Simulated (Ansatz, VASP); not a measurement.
**Two plane-wave programs on GaSn**

```xyz
2
Lattice="0.0000 2.9029 3.0982 2.7293 0.0000 3.0982 2.7293 2.9029 0.0000" Properties=species:S:1:pos:R:3 pbc="T T T"
Ga    2.7293    2.9029    3.0982
Sn    0.0000    0.0000    0.0000
```

The cell was built by a generator and needn't be a form met in nature.

Alike in both runs: task relaxation of cell and atoms; functional revPBE; k mesh 8 × 8 × 8; occupations fermi-dirac, width 0.05 eV; no spin polarisation.

|  | VASP | Ansatz |
| --- | --- | --- |
| version | VASP 6.6.1 | Ansatz 0.2.0 |
| potentials or method | VASP PAW PBE potentials, release 64 (Ga_d, Sn_d) | Ansatz PAW |
| plane-wave cutoff (eV) | 600 | 420 |
| valence electrons in the cell | 27 | 27 |

```csv
,VASP,Ansatz,Ansatz less VASP
"gap on the k mesh at the Fermi level, each at its own relaxed structure (eV)",none,none,-
relaxed volume (Å³/atom),25.12,25.05,-0.065
relaxed cell length with the largest relative difference (Å),4.143,4.138,-0.0043
energy change over the relaxation (meV/atom),-62,-62,+0.3
```

A gap of «none» marks a metal or a gap that the smearing closes.

Caveats: the PAW data sets were made with another functional, which shifts forces and pressure a little (VASP); the plane-wave basis is chosen anew once the cell has moved, so the energies of steps on either side of that aren't comparable (Ansatz); the PAW data sets come from PBE, with cores solved anew for the run's functional, which leaves a small shift of forces and pressure (Ansatz).
